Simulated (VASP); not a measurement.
Given:

```
Nb3Sn
1.0
    5.21689     0.00000     0.00000
    0.00000     5.21689     0.00000
    0.00000     0.00000     5.21689
Nb Sn
6 2
Direct
  0.25000   0.00000   0.50000
  0.50000   0.25000   0.00000
  0.50000   0.75000   0.00000
  0.75000   0.00000   0.50000
  0.00000   0.50000   0.75000
  0.00000   0.50000   0.25000
  0.50000   0.50000   0.50000
  0.00000   0.00000   0.00000
```

All values below come from LDA (Ceperley-Alder, Perdew-Zunger), VASP's LDA PAW potentials (set 64) (plane waves; VASP). Run with 400 eV cut-off, 7×7×7 Γ-centred mesh, tetrahedra with Blöchl corrections, potentials Nb_sv Sn_d.

Unless said otherwise, spin-orbit coupling is left out, though it shifts the bands of the heavy elements here.

Task: Estimate the energy per atom (σ→0), band gap (on the k-mesh) with the smallest direct gap where there is one.

Result: 
band gap (on the k-mesh): none (metal, semimetal or under 0.01 eV)
energy per atom (σ→0): -9.773 eV/atom

Total energies compare only between runs with the same potentials, cut-off and functional.

The compound is Nb3Sn in the A15 structure. It was relaxed first.
